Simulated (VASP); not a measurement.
All values below come from LDA (Ceperley-Alder, Perdew-Zunger), VASP's LDA PAW potentials (set 64) (plane waves; VASP).

A VASP calculation is set up with these files.

### INCAR
```
SYSTEM = LaPt5
PREC = Accurate
ENCUT = 300
EDIFF = 1E-6
NELM = 100
ALGO = Normal
LREAL = .FALSE.
LASPH = .TRUE.
ISMEAR = 0
SIGMA = 0.1
LMAXMIX = 6
LWAVE = .FALSE.
LCHARG = .FALSE.
ISIF = 2
```

### POSCAR
```
LaPt5
1.0
  5.4285500000   0.0000000000   0.0000000000
 -2.7142750000   4.7012620000   0.0000000000
  0.0000000000   0.0000000000   4.3933300000
La Pt
1 5
Cartesian
  0.0244203322  -0.0047999885  -0.0468504711
  0.0445955382   3.1483223311  -0.0136193230
  2.6508641075   1.5482290044  -0.0362054325
  2.6718074534   0.0208265907   2.2043489342
  1.3918666486   2.3826889056   2.2285517891
 -1.3550095084   2.3072571568   2.2537651100
```

KPOINTS:
```
Regular mesh
0
Gamma
  6 6 7
0 0 0
```

POTCAR, in this order: La Pt (LDA.64 set). Program: vasp_std.

Q: What will the output report for the number of irreducible k-points (NKPTS), largest plane-wave count, number of space-group operations, FFT grid (NGX, NGY, NGZ)?

A: 
```json
{
 "number of irreducible k-points (NKPTS)": "128",
 "largest_plane_wave_count": "1342",
 "number_of_space_group_operations": "1",
 "FFT grid (NGX, NGY, NGZ)": "32 × 32 × 28"
}
```

The structure comes from a computed database's LaPt5 entry (P6/mmm); how it stands against other phases isn't given here. The cell was not relaxed at this level, atoms are displaced from their ideal sites. The electron count is odd and the run is not spin-polarised, which forces a metal.
